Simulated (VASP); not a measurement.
# Ti2Au (Fm-3m) in VASP: single point with r2SCAN

Aim: the single point of Ti2Au with r2SCAN.

Program: VASP 6.6.1. These are calculated values, not measurements. Logs are shortened: lines on timing, memory, paths and dates and some standing lists are left out, and cuts for length are marked.

### Step 1. Starting point

Symmetry: Fm-3m, No. 225, cubic system. The conventional cell has a = 5.754 Å, b = 5.754 Å, c = 5.754 Å, α = 90.00°, β = 90.00°, γ = 90.00°. Au (site symmetry m-3m) has 8 Ti at 2.49 Å as nearest neighbours. Ti (site symmetry -43m) has 4 Au at 2.49 Å as nearest neighbours.

The cell was built by a generator and needn't be a form met in nature.

### Step 2. Single point, r2SCAN

The input, POSCAR:

```
Ti2Au
1.0
    0.0000000000      2.8767775100      2.8767775100
    2.8767775100      0.0000000000      2.8767775100
    2.8767775100      2.8767775100      0.0000000000
Au Ti
1 2
Direct
    0.0000000000      0.0000000000      0.0000000000
    0.2500000000      0.2500000000      0.2500000000
    0.7500000000      0.7500000000      0.7500000000
```

The input, INCAR.step1:

```
SYSTEM = Ti2Au
PREC = Accurate ; ENCUT = 520
ISMEAR = -1 ; SIGMA = 0.1
LREAL = .False. ; LASPH = .True.
NELM = 100 ; NBANDS = 24
GGA = PE ; ALGO = Normal
EDIFF = 1E-4 ; LWAVE = .True.
LCHARG = .False.
```

The input, INCAR.step2:

```
SYSTEM = Ti2Au
PREC = Accurate ; ENCUT = 520
EDIFF = 1E-6 ; ISMEAR = -1
SIGMA = 0.1 ; LREAL = .False.
LASPH = .True. ; NELM = 100
ALGO = Normal ; ISIF = 2
LWAVE = .False. ; LCHARG = .False.
METAGGA = R2SCAN ; LMIXTAU = .True.
NBANDS = 24 ; ISTART = 1
```

The input, KPOINTS:

```
regular mesh
0
Gamma
  10 10 10
  0 0 0
```

Potentials or basis: VASP PAW PBE potentials, release 64 (Au, Ti_sv).

Started as:

```sh
cat potpaw_PBE.64/Au/POTCAR potpaw_PBE.64/Ti_sv/POTCAR > POTCAR
cp INCAR.step1 INCAR
mpirun -np 1 vasp_std > vasp.out
cp INCAR.step2 INCAR
mpirun -np 1 vasp_std > vasp.out
```

OUTCAR:

```text
SYSTEM = Ti2Au
   PREC = Accurate
   ENCUT = 520
   EDIFF = 1E-6
   ISMEAR = -1
   LREAL = .False.
   LASPH = .True.
   NELM = 100
   ISIF = 2
   METAGGA = R2SCAN
   ISTART = 1

 ion  position               nearest neighbor table
   1  0.000  0.000  0.000-   3 2.49   3 2.49   3 2.49   2 2.49   3 2.49   2 2.49   2 2.49   2 2.49

   2  0.250  0.250  0.250-   1 2.49   1 2.49   1 2.49   1 2.49   3 2.88   3 2.88   3 2.88   3 2.88
                             3 2.88   3 2.88
   3  0.750  0.750  0.750-   1 2.49   1 2.49   1 2.49   1 2.49   2 2.88   2 2.88   2 2.88   2 2.88
                             2 2.88   2 2.88

  LATTYP: Found a face centered cubic cell.
 ALAT       =     5.7535550200

  Lattice vectors:

 A1 = (   0.0000000000,   2.8767775100,   2.8767775100)
 A2 = (   2.8767775100,   0.0000000000,   2.8767775100)
 A3 = (   2.8767775100,   2.8767775100,   0.0000000000)

Analysis of symmetry for initial positions (statically):
=====================================================================
 Subroutine PRICEL returns:
 Original cell was already a primitive cell.

 Routine SETGRP: Setting up the symmetry group for a
 face centered cubic supercell.

 Subroutine GETGRP returns: Found 48 space group operations
 (whereof 48 operations were pure point group operations)
 out of a pool of 48 trial point group operations.

The static configuration has the point symmetry O_h .

Analysis of symmetry for dynamics (positions and initial velocities):
=====================================================================
 Subroutine PRICEL returns:
 Original cell was already a primitive cell.

 Routine SETGRP: Setting up the symmetry group for a
 face centered cubic supercell.

 Subroutine GETGRP returns: Found 48 space group operations
 (whereof 48 operations were pure point group operations)
 out of a pool of 48 trial point group operations.

The dynamic configuration has the point symmetry O_h .

 Subroutine INISYM returns: Found 48 space group operations
 (whereof 48 operations are pure point group operations),
 and found     1 'primitive' translations

----------------------------------------------------------------------------------------

                                     Primitive cell

  volume of cell :      47.6156

  direct lattice vectors                    reciprocal lattice vectors
     0.000000000  2.876777510  2.876777510    -0.173805586  0.173805586  0.173805586
     2.876777510  0.000000000  2.876777510     0.173805586 -0.173805586  0.173805586
     2.876777510  2.876777510  0.000000000     0.173805586  0.173805586 -0.173805586

  length of vectors
     4.068377771  4.068377771  4.068377771     0.301040105  0.301040105  0.301040105

  position of ions in fractional coordinates (direct lattice)
     0.000000000  0.000000000  0.000000000
     0.250000000  0.250000000  0.250000000
     0.750000000  0.750000000  0.750000000

  ion indices of the primitive-cell ions
   primitive index   ion index
                 1           1
                 2           2
                 3           3

----------------------------------------------------------------------------------------

 KPOINTS: regular mesh

Automatic generation of k-mesh.
 Grid dimensions read from file:
 generate k-points for:   10   10   10

 Generating k-lattice:

  Cartesian coordinates                     Fractional coordinates (reciprocal lattice)
    -0.017380559  0.017380559  0.017380559     0.100000000  0.000000000  0.000000000
     0.017380559 -0.017380559  0.017380559     0.000000000  0.100000000  0.000000000
     0.017380559  0.017380559 -0.017380559     0.000000000  0.000000000  0.100000000

  Length of vectors
     0.030104011  0.030104011  0.030104011

  Shift w.r.t. Gamma in fractional coordinates (k-lattice)
     0.000000000  0.000000000  0.000000000

 Subroutine IBZKPT returns following result:
 ===========================================

 Found     47 irreducible k-points:

 Following reciprocal coordinates:
            Coordinates               Weight
  0.000000  0.000000  0.000000      1.000000
  0.100000  0.000000  0.000000      8.000000
  0.200000  0.000000  0.000000      8.000000
  0.300000  0.000000  0.000000      8.000000
  0.400000  0.000000  0.000000      8.000000
  0.500000  0.000000  0.000000      4.000000
[... 16 lines left out ...]
  0.300000  0.300000  0.000000      6.000000
  0.400000  0.300000  0.000000     24.000000
 [... further k-points ...]
   k-points           NKPTS =     47   k-points in BZ     NKDIM =     47   number of bands    NBANDS=     24
   number of dos      NEDOS =    301   number of ions     NIONS =      3
   total plane-waves  NPLWV =  27000
   dimension x,y,z NGX =    30 NGY =   30 NGZ =   30
   dimension x,y,z NGXF=    60 NGYF=   60 NGZF=   60
   ions per type =               1   2
   NGX,Y,Z   is equivalent  to a cutoff of  12.26, 12.26, 12.26 a.u.
   NGXF,Y,Z  is equivalent  to a cutoff of  24.52, 24.52, 24.52 a.u.
 SYSTEM =  Ti2Au
   PREC   = accura    normal or accurate (medium, high low for compatibility)
   ISTART =      1    job   : 0-new  1-cont  2-samecut
   ICHARG =      0    charge: 1-file 2-atom 10-const
   ISPIN  =      1    spin polarized calculation?
   LNONCOLLINEAR =      F non collinear calculations
   LSORBIT =      F    spin-orbit coupling
   LASPH  =      T    aspherical Exc in radial PAW
   ENCUT  =  520.0 eV  38.22 Ry    6.18 a.u.   7.56  7.56  7.56*2*pi/ulx,y,z
   NELM   =    100;   NELMIN=  2; NELMDL=  0     # of ELM steps
   EDIFF  = 0.1E-05   stopping-criterion for ELM
   LREAL  =      F    real-space projection
   EDIFFG = 0.1E-04   stopping-criterion for IOM
   NSW    =      0    number of steps for IOM
   IBRION =     -1    ionic relax: 0-MD 1-quasi-New 2-CG
   NFREE  =      0    steps in history (QN), initial steepest desc. (CG)
   ISIF   =      2    stress and relaxation
   ISYM   =      2    0-nonsym 1-usesym 2-fastsym
   POTIM  = 0.5000    time-step for ionic-motion
   TEBEG  =    0.0;   TEEND  =   0.0 temperature during run
   PSTRESS=    0.0 pullay stress
   NELECT =      35.0000    total number of electrons
   NUPDOWN=      -1.0000    fix difference up-down
   EMIN   =  10.00;   EMAX   =-10.00  energy-range for DOS
   EFERMI =   0.00;   METHOD = LEGACY
   ISMEAR =    -1;   SIGMA  =   0.10  broadening in eV -4-tet -1-fermi 0-gaus
   EFERMI_NEDOS =   21; number of points for ismear=-14 and -15
   IALGO  =     38    algorithm
   IMIX   =      4    mixing-type and parameters
     AMIX     =   0.40;   BMIX     =  1.00
     AMIX_MAG =   1.60;   BMIX_MAG =  1.00
  volume/ion in A,a.u.               =      15.87       107.11
  Fermi-wavevector in a.u.,A,eV,Ry     =   1.477456  2.791987 29.699836  2.182876
  Thomas-Fermi vector in A             =   2.591858
   LORBIT       =      0    0 simple, 1 ext, 2 COOP (PROOUT), +10 PAW based schemes
   METAGGA = R2SCAN    functional components
   LHFCALC =     F    Hartree Fock is set to
   AEXX    =    0.0000 exact exchange contribution
   IVDW    =     0    specifies the selected vdW correction
   LEPSILON=     F    determine dielectric tensor
   LRPA    =     F    only Hartree local field effects (RPA)
 non-spin polarized calculation
  energy-cutoff  :      520.00
  volume of cell :       47.62
 maximum number of plane-waves:      1307
   NGX = 15   NGY = 15   NGZ = 15

 number of electron      34.9999986 magnetization

 Free energy of the ion-electron system (eV)
  ---------------------------------------------------
  ext. energy  EPLUGINS =         0.00000000
  ---------------------------------------------------
  free energy    TOTEN  =       -74.93005182 eV

  energy without entropy =      -74.79396685  energy(sigma->0) =      -74.86200933

 E-fermi :  10.3553     XC(G=0): -13.0864

 val. band max:       10.3303421962   @ k =  -0.3000   0.4000   0.2000
 cond. band min:      10.3558838695   @ k =  -0.3000   0.2000   0.0000
 fundamental gap:      0.0255416734
 Fermi energy:        10.3553067578

 k-point     1 :       0.0000    0.0000    0.0000
  band No.  band energies     occupation
      1     -48.9636      2.00000
      2     -48.8106      2.00000
      3     -24.3599      2.00000
      4     -24.3598      2.00000
      5     -24.3598      2.00000
      6     -23.9976      2.00000
[... 16 lines left out ...]
     23      14.0976      0.00000
     24      14.0976      0.00000

 k-point     2 :       0.1000    0.0000    0.0000
  band No.  band energies     occupation
      1     -48.9595      2.00000
      2     -48.8144      2.00000
      3     -24.3512      2.00000
      4     -24.3512      2.00000
      5     -24.3496      2.00000
      6     -24.0117      2.00000
[... 16 lines left out ...]
     23      13.9769      0.00000
     24      13.9769      0.00000

 k-point     3 :       0.2000    0.0000    0.0000
  band No.  band energies     occupation
      1     -48.9476      2.00000
      2     -48.8250      2.00000
      3     -24.3259      2.00000
      4     -24.3259      2.00000
      5     -24.3218      2.00000
      6     -24.0494      2.00000
[... 16 lines left out ...]
     23      13.6537      0.00000
     24      13.6537      0.00000

 k-point     4 :       0.3000    0.0000    0.0000
  band No.  band energies     occupation
      1     -48.9298      2.00000
      2     -48.8414      2.00000
      3     -24.2867      2.00000
      4     -24.2866      2.00000
      5     -24.2837      2.00000
      6     -24.0993      2.00000
[... 16 lines left out ...]
     23      13.2263      0.00000
     24      13.2263      0.00000

 k-point     5 :       0.4000    0.0000    0.0000
  band No.  band energies     occupation
      1     -48.9082      2.00000
      2     -48.8619      2.00000
      3     -24.2429      2.00000
      4     -24.2375      2.00000
      5     -24.2375      2.00000
      6     -24.1495      2.00000
[... 451 lines left out ...]
 k-point    22 :      -0.2000    0.2000    0.0000
  band No.  band energies     occupation
      1     -48.9256      2.00000
      2     -48.8450      2.00000
      3     -24.3832      2.00000
      4     -24.2285      2.00000
      5     -24.2174      2.00000
      6     -24.1651      2.00000
[... 16 lines left out ...]
     23      13.2308      0.00000
     24      13.4912      0.00000

 k-point    23 :       0.3000    0.3000    0.0000
  band No.  band energies     occupation
      1     -48.9262      2.00000
      2     -48.8437      2.00000
      3     -24.3737      2.00000
      4     -24.3737      2.00000
      5     -24.3135      2.00000
      6     -24.0781      2.00000
[... 16 lines left out ...]
     23      13.2653      0.00000
     24      14.0357      0.00000

 k-point    24 :       0.4000    0.3000    0.0000
  band No.  band energies     occupation
      1     -48.9159      2.00000
      2     -48.8530      2.00000
      3     -24.3779      2.00000
      4     -24.3675      2.00000
      5     -24.3672      2.00000
      6     -24.0191      2.00000
[... 16 lines left out ...]
     23      13.1453      0.00000
     24      13.7120      0.00000

 [... further k-points ...]
[... 5 lines left out ...]
  --------------------------------------------------------------------------------------
  -------------------------------------------------------------------------------------
  Total       13.4441895     13.4441895     13.4441895      0.0000000     -0.0000000      0.0000000
  in kB      452.3726980    452.3726980    452.3726980      0.0000000     -0.0000000      0.0000000
  external PRESSURE =     452.3726980 kB  Pullay stress =       0.0000000 kB

 VOLUME and BASIS-vectors are now :
 -----------------------------------------------------------------------------
  energy-cutoff  :      520.00
  volume of cell :       47.62
      direct lattice vectors                 reciprocal lattice vectors
     0.000000000  2.876777510  2.876777510    -0.173805586  0.173805586  0.173805586
     2.876777510  0.000000000  2.876777510     0.173805586 -0.173805586  0.173805586
     2.876777510  2.876777510  0.000000000     0.173805586  0.173805586 -0.173805586

 POSITION                                       TOTAL-FORCE (eV/Angst)
 -----------------------------------------------------------------------------------
      0.00000      0.00000      0.00000        -0.000000     -0.000000     -0.000000
      1.43839      1.43839      1.43839        -0.000000     -0.000000     -0.000000
      4.31517      4.31517      4.31517         0.000000      0.000000      0.000000
 -----------------------------------------------------------------------------------
    total drift:                                0.000000     -0.000000      0.000000

  FREE ENERGIE OF THE ION-ELECTRON SYSTEM (eV)
  ---------------------------------------------------
  free  energy   TOTEN  =       -74.9300518171 eV

  energy  without entropy=      -74.7939668525  energy(sigma->0) =      -74.86200933
```

It took 2.9 min on 1 thread of Intel Xeon Platinum 8488C (Sapphire Rapids), shared host; peak memory 0.2 GiB.

What came out:

```
Free energy            : -74.9301 eV
Pressure               : 45.2 GPa
Band gap on the k mesh : none (metal or under the smearing width)
```

Caveat: a pressure of tens of GPa on the cell as given is suspect, and the run, the potentials or the cell itself is likely at fault; the PAW data sets were made with another functional, which shifts forces and pressure a little. The run has no spin-orbit coupling, so splittings on Au are missing.
